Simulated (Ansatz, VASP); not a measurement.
# HfB2: VASP beside Ansatz

One calculation is typed for both programs; each brings its own data sets. How far apart do they land? The cell is taken from a series of runs on this material, whose earlier steps may have relaxed, scaled, displaced or heated it; both programs get it as it stands.

Method: plane waves, with VASP 6.6.1 beside it; zone-centre phonons at PBE, in Ansatz 0.2.0.

**1. The starting structure**

The structure is hexagonal, space group P6/mmm (No. 191). Conventional cell: a = 3.144 Å, b = 3.144 Å, c = 3.490 Å, α = 90.00°, β = 90.00°, γ = 120.00°. Nearest to Hf lie 12 B at 2.52 Å. B has 3 B at 1.82 Å and 6 Hf at 2.52 Å nearest. Farther neighbours are not listed.

As a file:

```
Hf B
1.0
     3.14391    0.00000    0.00000
    -1.57196    2.72271    0.00000
     0.00000    0.00000    3.48996
Hf B
1 2
Direct
  0.00000 0.00000 0.00000
  0.33333 0.66667 0.50000
  0.66667 0.33333 0.50000
```

**2. VASP: zone-centre phonons, PBE**

Second derivatives magnify differences that forces hide, and they need a tight electronic threshold.

Lines of VASP's logs that name or quote its potential files are left out, and so is its time.

INCAR reads:

```
SYSTEM = HfB2
PREC = Accurate
ENCUT = 500
EDIFF = 1E-08
NELM = 120
ISMEAR = 1
SIGMA = 0.2
LREAL = .FALSE.
ALGO = Normal
GGA = PE
NBANDS = 14
LASPH = .TRUE.
LORBIT = 11
LWAVE = .FALSE.
LCHARG = .FALSE.
ISIF = 2
IBRION = 8
GGA_COMPAT = .FALSE.
```

POSCAR reads:

```
HfB2
1.0
    3.1439123144      0.0000000000      0.0000000000
   -1.5719561572      2.7227079315      0.0000000000
    0.0000000000      0.0000000000      3.4899586395
Hf B
1 2
Direct
    0.0000000000      0.0000000000      0.0000000000
    0.3333333333      0.6666666667      0.5000000000
    0.6666666667      0.3333333333      0.5000000000
```

KPOINTS reads:

```
Automatic mesh
0
Gamma
9 9 6
0 0 0
```

The projector-augmented-wave data sets are Hf_pv and B (PBE family, release 64).

Launch:

```sh
mpirun -np 1 vasp_std
```

Numbers of over 12 decimals in the logs are rounded to 6 here.

Log:

```text
[banner, memory and clock lines left out]
running    1 mpi-ranks, on    1 nodes
 distrk:  each k-point on    1 cores,    1 groups
 distr:  one band on    1 cores,    1 groups

 POSCAR found type information on POSCAR HfB
 POSCAR found :  2 types and       3 ions
 LDA part: xc-table for (Slater+PW92), standard interpolation
 POSCAR, INCAR and KPOINTS ok, starting setup
 FFT: planning ... GRIDC
 FFT: planning ... GRID_SOFT
 FFT: planning ... GRID
 WAVECAR not read
 entering main loop
       N       E                     dE             d eps       ncg     rms          rms(c)
DAV:   1     0.257457169494E+02    0.25746E+02   -0.80268E+03  1344   0.105E+03
DAV:   2    -0.272776145165E+02   -0.53023E+02   -0.49973E+02  1756   0.221E+02
DAV:   3    -0.287697534048E+02   -0.14921E+01   -0.14845E+01  1818   0.275E+01
DAV:   4    -0.287771485612E+02   -0.73952E-02   -0.73946E-02  1548   0.234E+00
DAV:   5    -0.287772003272E+02   -0.51766E-04   -0.51764E-04  1824   0.168E-01    0.520E+01
DAV:   6    -0.264991017963E+02    0.22781E+01   -0.35985E+00  1602   0.129E+01    0.382E+01
DAV:   7    -0.264497720879E+02    0.49330E-01   -0.10499E+00  1716   0.731E+00    0.119E+01
DAV:   8    -0.263950330273E+02    0.54739E-01   -0.25385E-01  1560   0.367E+00    0.165E+00
DAV:   9    -0.263914366628E+02    0.35964E-02   -0.18886E-02  1566   0.109E+00    0.372E-01
DAV:  10    -0.263913242761E+02    0.11239E-03   -0.63817E-04  1638   0.210E-01    0.253E-01
DAV:  11    -0.263913302413E+02   -0.59652E-05   -0.51859E-05  1650   0.559E-02    0.123E-01
DAV:  12    -0.263913271472E+02    0.30941E-05   -0.44335E-06  1542   0.168E-02    0.106E-02
DAV:  13    -0.263913272607E+02   -0.11351E-06   -0.26207E-07  1740   0.422E-03    0.432E-03
DAV:  14    -0.263913272527E+02    0.79895E-08   -0.71033E-09   964   0.777E-04
   1 F= -.26391327E+02 E0= -.26390767E+02  d E =-.168190E-02
 Linear response reoptimize wavefunctions to high precision
DAV:   1    -0.263913272710E+02   -0.18236E-07   -0.10301E-09  1062   0.283E-04
DAV:   2    -0.263913272709E+02    0.82082E-10   -0.85605E-11   738   0.789E-05
 Linear response DOF=           4
 Linear response progress:
  Degree of freedom:   1/  4
       N       E                     dE             d eps       ncg     rms          rms(c)
RMM:   1    -0.206617205547E+00   -0.20662E+00    0.46316E+00  3146   0.125E+01
RMM:   2    -0.205850287432E+00    0.76692E-03   -0.32991E-02  4296   0.126E+00    0.498E-01
RMM:   3    -0.205152796077E+00    0.69749E-03   -0.11466E-03  5565   0.171E-01    0.218E-01
RMM:   4    -0.204662272935E+00    0.49052E-03   -0.75037E-05  5770   0.545E-02    0.139E-01
RMM:   5    -0.204144910924E+00    0.51736E-03   -0.27873E-05  5731   0.402E-02    0.118E-02
RMM:   6    -0.204127275007E+00    0.17636E-04   -0.21981E-06  5748   0.106E-02    0.422E-03
RMM:   7    -0.204141250737E+00   -0.13976E-04    0.24389E-06  6175   0.256E-03    0.375E-03
RMM:   8    -0.204140743364E+00    0.50737E-06    0.25514E-06  5949   0.649E-04    0.240E-04
RMM:   9    -0.204140077167E+00    0.66620E-06    0.11742E-06  6205   0.265E-04    0.243E-04
RMM:  10    -0.204140368275E+00   -0.29111E-06    0.47072E-07  6099   0.786E-05    0.408E-06
RMM:  11    -0.204140368730E+00   -0.45553E-09    0.25338E-07  6325   0.260E-05    0.182E-05
RMM:  12    -0.204140363127E+00    0.56039E-08    0.12593E-07  5508   0.104E-05    0.444E-06
RMM:  13    -0.204140359228E+00    0.38983E-08    0.71525E-08  4632   0.554E-06    0.212E-07
 first order change of Fermi-energy   0.15017E-03
 force on displaced ion       1 direction 1 : -13.399  -0.000   0.000
 Linear response progress:
  Degree of freedom:   2/  4
       N       E                     dE             d eps       ncg     rms          rms(c)
RMM:   1    -0.230299256799E+00   -0.23030E+00    0.44318E+00  1594   0.126E+01
RMM:   2    -0.228989871557E+00    0.13094E-02   -0.38243E-02  2064   0.132E+00    0.793E-01
RMM:   3    -0.228529717638E+00    0.46015E-03   -0.21531E-03  2646   0.208E-01    0.399E-01
RMM:   4    -0.228078073869E+00    0.45164E-03   -0.21194E-04  2508   0.764E-02    0.154E-01
RMM:   5    -0.227813932414E+00    0.26414E-03   -0.23763E-05  2691   0.323E-02    0.233E-02
RMM:   6    -0.227741944145E+00    0.71988E-04   -0.28088E-06  2701   0.914E-03    0.438E-03
RMM:   7    -0.227755572500E+00   -0.13628E-04    0.13137E-05  2738   0.299E-03    0.416E-03
RMM:   8    -0.227751622988E+00    0.39495E-05    0.11391E-05  2877   0.856E-04    0.120E-03
RMM:   9    -0.227749931755E+00    0.16912E-05    0.65640E-06  2781   0.343E-04    0.199E-04
RMM:  10    -0.227749859005E+00    0.72751E-07    0.31495E-06  3032   0.114E-04    0.785E-05
RMM:  11    -0.227749815401E+00    0.43604E-07    0.16583E-06  2940   0.465E-05    0.376E-05
RMM:  12    -0.227749813067E+00    0.23337E-08    0.84896E-07  2774   0.231E-05    0.613E-06
RMM:  13    -0.227749796324E+00    0.16743E-07    0.48904E-07  2465   0.110E-05    0.830E-06
RMM:  14    -0.227749789271E+00    0.70532E-08    0.24764E-07  2105   0.639E-06    0.211E-06
RMM:  15    -0.227749784495E+00    0.47755E-08    0.12676E-07  1742   0.380E-06    0.951E-07
RMM:  16    -0.227749782170E+00    0.23251E-08    0.75631E-08  1660   0.265E-06    0.724E-07
 first order change of Fermi-energy  -0.13578E-03
 force on displaced ion       1 direction 3 :   0.000   0.000 -15.052
 Linear response progress:
  Degree of freedom:   3/  4
       N       E                     dE             d eps       ncg     rms          rms(c)
RMM:   1    -0.443087457722E-01   -0.44309E-01    0.26696E-02 10970   0.113E+00
RMM:   2    -0.432053813452E-01    0.11034E-02   -0.13679E-03  7887   0.197E-01    0.261E-01
RMM:   3    -0.431237488728E-01    0.81632E-04   -0.49660E-04  6975   0.111E-01    0.139E-01
RMM:   4    -0.436549078198E-01   -0.53116E-03   -0.49625E-04  7130   0.105E-01    0.184E-02
RMM:   5    -0.436194240485E-01    0.35484E-04   -0.19259E-05  7843   0.225E-02    0.553E-03
RMM:   6    -0.436167442358E-01    0.26798E-05   -0.79939E-07  8235   0.441E-03    0.154E-03
RMM:   7    -0.436118158068E-01    0.49284E-05   -0.14042E-07  8152   0.160E-03    0.678E-04
RMM:   8    -0.436131033972E-01   -0.12876E-05   -0.92860E-09  8553   0.421E-04    0.261E-04
RMM:   9    -0.436130208431E-01    0.82554E-07   -0.23310E-08  8430   0.108E-04    0.120E-04
RMM:  10    -0.436131143682E-01   -0.93525E-07   -0.76841E-10  8071   0.465E-05    0.336E-05
RMM:  11    -0.436131345324E-01   -0.20164E-07    0.78964E-10  8520   0.128E-05    0.921E-06
RMM:  12    -0.436131355326E-01   -0.10002E-08    0.35476E-10  7177   0.340E-06    0.597E-06
 first order change of Fermi-energy   0.18078E-04
 force on displaced ion       2 direction 1 : -16.133  -0.003   0.000
 Linear response progress:
  Degree of freedom:   4/  4
       N       E                     dE             d eps       ncg     rms          rms(c)
RMM:   1    -0.448864707838E-01   -0.44886E-01    0.47117E-02  3962   0.127E+00
RMM:   2    -0.451094276196E-01   -0.22296E-03   -0.10644E-03  2974   0.192E-01    0.422E-01
RMM:   3    -0.450384987772E-01    0.70929E-04   -0.72265E-04  2622   0.135E-01    0.202E-01
RMM:   4    -0.455161246414E-01   -0.47763E-03   -0.39666E-04  2916   0.923E-02    0.283E-02
RMM:   5    -0.455536717611E-01   -0.37547E-04   -0.21747E-05  2929   0.287E-02    0.850E-03
RMM:   6    -0.455523832974E-01    0.12885E-05   -0.14379E-06  2999   0.724E-03    0.289E-03
RMM:   7    -0.455393403029E-01    0.13043E-04   -0.22923E-07  2806   0.257E-03    0.704E-04
RMM:   8    -0.455393239020E-01    0.16401E-07   -0.13564E-08  3211   0.680E-04    0.211E-04
RMM:   9    -0.455391776895E-01    0.14621E-06   -0.19757E-10  3184   0.119E-04    0.167E-04
RMM:  10    -0.455392418500E-01   -0.64161E-07   -0.14593E-09  3289   0.305E-05    0.117E-04
RMM:  11    -0.455391417527E-01    0.10010E-06   -0.93585E-10  2822   0.417E-05    0.123E-05
RMM:  12    -0.455391662965E-01   -0.24544E-07   -0.16155E-09  3144   0.102E-05    0.298E-06
RMM:  13    -0.455391577211E-01    0.85755E-08    0.15580E-10  2984   0.324E-06    0.429E-06
 first order change of Fermi-energy  -0.37459E-04
 force on displaced ion       2 direction 3 :   0.000   0.000  -9.310
 Linear response finished
```

OUTCAR, selected parts (step 2):

```text
ion  position               nearest neighbor table
   1  0.000  0.000  0.000-   2 2.52   3 2.52   2 2.52   3 2.52   2 2.52   2 2.52   3 2.52   3 2.52
                             3 2.52   3 2.52   2 2.52   2 2.52
   2  0.333  0.667  0.500-   3 1.82   3 1.82   3 1.82   1 2.52   1 2.52   1 2.52   1 2.52   1 2.52
                             1 2.52
   3  0.667  0.333  0.500-   2 1.82   2 1.82   2 1.82   1 2.52   1 2.52   1 2.52   1 2.52   1 2.52
                             1 2.52

  LATTYP: Found a hexagonal cell.
 ALAT       =     3.1439123144
 C/A-ratio  =     1.1100686948

 Subroutine GETGRP returns: Found 24 space group operations
 (whereof 24 operations were pure point group operations)

The static configuration has the point symmetry D_6h.

 Found     48 irreducible k-points:

   k-points           NKPTS =     48   k-points in BZ     NKDIM =     48   number of bands    NBANDS=     14

   dimension x,y,z NGX =    24 NGY =   24 NGZ =   28
   dimension x,y,z NGXF=    48 NGYF=   48 NGZF=   56

   ENCUT  =  500.0 eV  36.75 Ry    6.06 a.u.   5.73  5.73  6.36*2*pi/ulx,y,z

   NELECT =      16.0000    total number of electrons

 k-points in reciprocal lattice and weights: Automatic mesh
   0.00000000  0.00000000  0.00000000       0.002
   0.11111111 -0.00000000  0.00000000       0.012
   0.22222222  0.00000000  0.00000000       0.012
   0.33333333 -0.00000000  0.00000000       0.012
   0.44444444  0.00000000  0.00000000       0.012
   0.11111111  0.11111111  0.00000000       0.012
   0.22222222  0.11111111  0.00000000       0.025
   0.33333333  0.11111111  0.00000000       0.025
   0.44444444  0.11111111  0.00000000       0.012
[...]
0.33333333  0.22222222  0.50000000       0.025
   0.33333333  0.33333333  0.50000000       0.004

 average (electrostatic) potential at core
       1 -34.4843       2 -25.1418       3 -25.1418

  Total       -0.0083848     -0.0083848     -0.1452897      0.0000000      0.0000000      0.0000000
  in kB       -0.4496899     -0.4496899     -7.7920857      0.0000000      0.0000000      0.0000000
  external PRESSURE =      -2.8971552 kB  Pullay stress =       0.0000000 kB

  energy-cutoff  :      500.00
  volume of cell :       29.87
      direct lattice vectors                 reciprocal lattice vectors
     3.143912314  0.000000000  0.000000000     0.318075029  0.183640704  0.000000000
    -1.571956157  2.722707932  0.000000000     0.000000000  0.367281407  0.000000000
     0.000000000  0.000000000  3.489958640     0.000000000  0.000000000  0.286536347

 POSITION                                       TOTAL-FORCE (eV/Angst)
 -----------------------------------------------------------------------------------
      0.00000      0.00000      0.00000        -0.000000      0.000000     -0.000000
     -0.00000      1.81514      1.74498         0.000000     -0.000000     -0.000000
      1.57196      0.90757      1.74498        -0.000000      0.000000      0.000000
 -----------------------------------------------------------------------------------
    total drift:                               -0.000000      0.000000      0.000000

 Eigenvectors and eigenvalues of the dynamical matrix
 ----------------------------------------------------

   1 f  =   24.037620 THz   151.032822 2PiTHz  801.808702 cm-1    99.411564 meV
             X         Y         Z           dx          dy          dz
      0.000000  0.000000  0.000000     0.000000   -0.000000    0.000000
     -0.000000  1.815139  1.744979    -0.707107   -0.000001   -0.000000
      1.571956  0.907569  1.744979     0.707107    0.000001    0.000000

   2 f  =   24.037620 THz   151.032822 2PiTHz  801.808702 cm-1    99.411564 meV
             X         Y         Z           dx          dy          dz
      0.000000  0.000000  0.000000    -0.000000   -0.000000    0.000000
     -0.000000  1.815139  1.744979    -0.000001    0.707107    0.000000
      1.571956  0.907569  1.744979     0.000001   -0.707107   -0.000000

   3 f  =   15.832834 THz    99.480631 2PiTHz  528.126501 cm-1    65.479311 meV
             X         Y         Z           dx          dy          dz
      0.000000  0.000000  0.000000    -0.000000   -0.000000   -0.000000
     -0.000000  1.815139  1.744979     0.000000    0.000000   -0.707107
      1.571956  0.907569  1.744979     0.000000   -0.000000    0.707107

   4 f  =   13.814916 THz    86.801680 2PiTHz  460.816008 cm-1    57.133878 meV
             X         Y         Z           dx          dy          dz
      0.000000  0.000000  0.000000    -0.000000    0.000000    0.328621
     -0.000000  1.815139  1.744979     0.000000   -0.000000   -0.667835
      1.571956  0.907569  1.744979     0.000000   -0.000000   -0.667835

   5 f  =   13.036713 THz    81.912084 2PiTHz  434.857941 cm-1    53.915489 meV
             X         Y         Z           dx          dy          dz
      0.000000  0.000000  0.000000     0.328559   -0.000003    0.000000
     -0.000000  1.815139  1.744979    -0.667851    0.000007   -0.000000
      1.571956  0.907569  1.744979    -0.667851    0.000007   -0.000000

   6 f  =   13.036713 THz    81.912084 2PiTHz  434.857941 cm-1    53.915489 meV
             X         Y         Z           dx          dy          dz
      0.000000  0.000000  0.000000    -0.000003   -0.328559   -0.000000
     -0.000000  1.815139  1.744979     0.000007    0.667851   -0.000000
      1.571956  0.907569  1.744979     0.000007    0.667851   -0.000000

   7 f/i=    0.001286 THz     0.008079 2PiTHz    0.042890 cm-1     0.005318 meV
             X         Y         Z           dx          dy          dz
      0.000000  0.000000  0.000000    -0.000000    0.000000   -0.944462
     -0.000000  1.815139  1.744979    -0.000000    0.000000   -0.232370
      1.571956  0.907569  1.744979    -0.000000    0.000000   -0.232370

   8 f/i=    0.002068 THz     0.012996 2PiTHz    0.068992 cm-1     0.008554 meV
             X         Y         Z           dx          dy          dz
      0.000000  0.000000  0.000000    -0.589953   -0.737567    0.000000
     -0.000000  1.815139  1.744979    -0.145118   -0.181428    0.000000
      1.571956  0.907569  1.744979    -0.145118   -0.181428    0.000000

   9 f/i=    0.002068 THz     0.012996 2PiTHz    0.068992 cm-1     0.008554 meV
             X         Y         Z           dx          dy          dz
      0.000000  0.000000  0.000000     0.737567   -0.589953   -0.000000
     -0.000000  1.815139  1.744979     0.181428   -0.145118   -0.000000
      1.571956  0.907569  1.744979     0.181428   -0.145118   -0.000000

 ELASTIC MODULI CONTR FROM IONIC RELAXATION (kBar)
 Direction    XX          YY          ZZ          XY          YZ          ZX
 --------------------------------------------------------------------------------
 XX          -6.1708      6.1708      0.0000     -0.0000      0.0000      0.0000
 YY           6.1708     -6.1708      0.0000      0.0000      0.0000      0.0000
 ZZ           0.0000      0.0000      0.0000      0.0000      0.0000      0.0000
 XY          -0.0000      0.0000      0.0000     -6.1708      0.0000      0.0000
 YZ           0.0000      0.0000      0.0000      0.0000      0.0000      0.0000
 ZX           0.0000      0.0000      0.0000      0.0000      0.0000      0.0000
 --------------------------------------------------------------------------------
```

Energies printed during the response cycles are not total energies of the cell. The k-mesh is coarse for a metal. Harder data sets than Hf_pv exist (the GW ones), and pressures, volumes and forces can shift noticeably with them.

[end of part 1 of 2]

[Lines on the potential files, build, host, timing and source positions are cut from VASP's logs without a mark.]

[Logs are printed without paths, hosts, clocks, repeated set-up lines and the standing remarks that a program may print on its own settings, such as how far it seeks lower states.]

[Hosts, paths, dates, database ids (printed as entryN), source tags and the programs' standing remarks are cut or masked in the printed files.]
